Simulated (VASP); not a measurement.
Crystal: Hf3SnS4.

```
Hf Sn S
1.0
     3.66188   -0.02472    0.01610
    -1.85235    3.14219    0.01281
     0.07912    0.11834   17.59227
Hf Sn S
3 1 4
Direct
  0.00988 0.04055 0.01419
  0.57684 0.32602 0.62152
  0.34878 0.68225 0.37002
  0.00077 0.99440 0.50183
  0.62213 0.35092 0.92250
  0.36774 0.70571 0.08585
  0.41693 0.70551 0.69940
  0.67868 0.41363 0.28119
```

The cell was built by a generator and needn't be a form met in nature.

```yaml
Program: VASP 6.6.1
Task: relaxation of cell and atoms
Functional: PBE
Potentials_or_basis: VASP PAW PBE potentials, release 64 (Hf_pv, Sn_d, S)
Cutoff: 520 eV
k_mesh: 7 × 7 × 2
Occupations: gaussian, width 0.15 eV
Spin: no spin polarisation
```

At the start: pressure 0.7 GPa; volume 25.20 Å³/atom.

**Question.** Where does the relaxation end?

**Answer.** Over 33 steps the energy falls by 178.7 meV/atom and the volume is 24.73 Å³/atom (-1.9 %); space group Cm (No. 8, to 0.05 Å).

The path:
| step | energy change (eV) | largest force (eV/Å) | pressure (GPa) | volume (Å³) |
| --- | --- | --- | --- | --- |
| 1 | 0.0000 | 2.9880 | 0.73 | 201.60 |
| 2 | -0.8952 | 1.9057 | -2.80 | 204.59 |
| 3 | -0.9278 | 1.7123 | -2.59 | 204.09 |
| 4 | -1.1858 | 1.0109 | 2.62 | 193.35 |
| 5 | -1.1945 | 1.0858 | 1.75 | 194.89 |
| 6 | -1.3544 | 0.4558 | 0.02 | 197.75 |
| 7 | -1.3580 | 0.5403 | -0.24 | 198.29 |
| 8 | -1.4009 | 0.3416 | -0.19 | 197.87 |
| 9 | -1.4035 | 0.2790 | -0.15 | 197.74 |
| 10 | -1.4153 | 0.1541 | 0.19 | 196.99 |
| 11 | -1.4166 | 0.1388 | 0.26 | 196.72 |
| 12 | -1.4166 | 0.1493 | 0.31 | 196.62 |
| 13 | -1.4203 | 0.1294 | -0.34 | 197.77 |
| 14 | -1.4203 | 0.1134 | -0.29 | 197.66 |
| 15 | -1.4238 | 0.1001 | -0.06 | 197.26 |
| 16 | -1.4242 | 0.1010 | -0.01 | 197.08 |
| 17 | -1.4258 | 0.0468 | 0.17 | 196.92 |
| 18 | -1.4264 | 0.0599 | 0.27 | 196.76 |
| 19 | -1.4273 | 0.0499 | 0.05 | 197.24 |
| 20 | -1.4275 | 0.0614 | 0.00 | 197.48 |
| 21 | -1.4270 | 0.1088 | -0.27 | 197.96 |
| 22 | -1.4274 | 0.0669 | -0.12 | 197.57 |
| 23 | -1.4275 | 0.0654 | -0.08 | 197.52 |
| 24 | -1.4279 | 0.0593 | -0.02 | 197.60 |
| 25 | -1.4282 | 0.0913 | -0.08 | 197.83 |
| 26 | -1.4283 | 0.0784 | -0.10 | 197.77 |
| 27 | -1.4288 | 0.0738 | 0.05 | 197.59 |
| 28 | -1.4289 | 0.0625 | 0.18 | 197.42 |
| 29 | -1.4293 | 0.0507 | 0.21 | 197.57 |
| 30 | -1.4293 | 0.0649 | 0.00 | 198.01 |
| 31 | -1.4296 | 0.0446 | 0.04 | 197.83 |
| 32 | -1.4295 | 0.0493 | 0.07 | 197.69 |
| 33 | -1.4298 | 0.0263 | 0.05 | 197.85 |

Final structure:
```cif
data_structure
_symmetry_space_group_name_H-M 'P 1'
_symmetry_Int_Tables_number 1
_cell_length_a 3.6144
_cell_length_b 3.6154
_cell_length_c 17.4961
_cell_angle_alpha 88.823
_cell_angle_beta 91.048
_cell_angle_gamma 120.048
_cell_volume 197.85
loop_
_atom_site_label
_atom_site_type_symbol
_atom_site_fract_x
_atom_site_fract_y
_atom_site_fract_z
_atom_site_occupancy
Hf1 Hf 0.00105 0.03547 0.00673 1
Hf2 Hf 0.67487 0.34748 0.62226 1
Hf3 Hf 0.33310 0.69786 0.36823 1
Sn1 Sn 0.00541 0.02351 0.49521 1
S1 S 0.66281 0.37448 0.92336 1
S2 S 0.33692 0.69535 0.09017 1
S3 S 0.34607 0.67396 0.70072 1
S4 S 0.66154 0.37088 0.28982 1
```
